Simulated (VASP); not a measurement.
Data:

```
CELL_PARAMETERS angstrom
      0.00000     2.95502     2.95502
      2.95502     0.00000     2.95502
      2.95502     2.95502     0.00000
ATOMIC_POSITIONS crystal
  Cd 0.00000 0.00000 0.00000
  S  0.25000 0.25000 0.25000
```

Method: PBE GGA, VASP's PBE PAW potentials (set 64) (plane waves; VASP). Run with 300 eV cut-off, 7×7×7 Γ-centred mesh, Gaussian smearing of 0.010 eV, potentials Cd S.

Give the energies of bands 6 to 11 at the high-symmetry points, in eV from the valence-band maximum.

| band | Γ | X | U | L | W |
|---|---|---|---|---|---|
| 6 | -7.15 | -6.74 | -6.63 | -6.80 | -6.58 |
| 7 | 0.00 | -3.79 | -3.75 | -4.17 | -3.72 |
| 8 | 0.00 | -1.75 | -2.37 | -0.70 | -2.10 |
| 9 | 0.00 | -1.75 | -1.42 | -0.70 | -2.06 |
| 10 | 1.05 | 3.62 | 4.23 | 2.95 | 5.26 |
| 11 | 6.55 | 4.29 | 5.36 | 7.01 | 5.44 |

The gap is direct, 1.05 eV, from the valence maximum at Γ to the conduction minimum at Γ.

The structure comes from a computed database's CdS entry; how it stands against other phases isn't given here. The cell was not relaxed at this level.
